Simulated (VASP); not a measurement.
Energy against volume of MgS (rock salt). Method: r2SCAN meta-GGA, VASP's PBE PAW potentials (set 64) (plane waves; VASP). Settings: 520 eV cut-off, 9×9×9 Γ-centred mesh, Gaussian smearing of 0.050 eV, potentials Mg S.

| V (Å³/atom) | E (eV/atom) |
|---|---|
| 16.965 | -7.75090 |
| 17.490 | -7.75544 |
| 18.015 | -7.75196 |
| 18.539 | -7.74160 |

Question: Fit these four points and predict the energy of the run at 16.441 Å³/atom.

Answer: A cubic in V^(−2/3), the third-order Birch-Murnaghan form, passes through the four points with V0 = 17.51 Å³/atom and B0 = 81 GPa, and gives -7.7371 eV/atom there. The run gave -7.7371 eV/atom, +0.0 meV/atom from the fit; all five points give B0 = 81 GPa.

The compound is MgS in the rock salt structure. It was relaxed first.
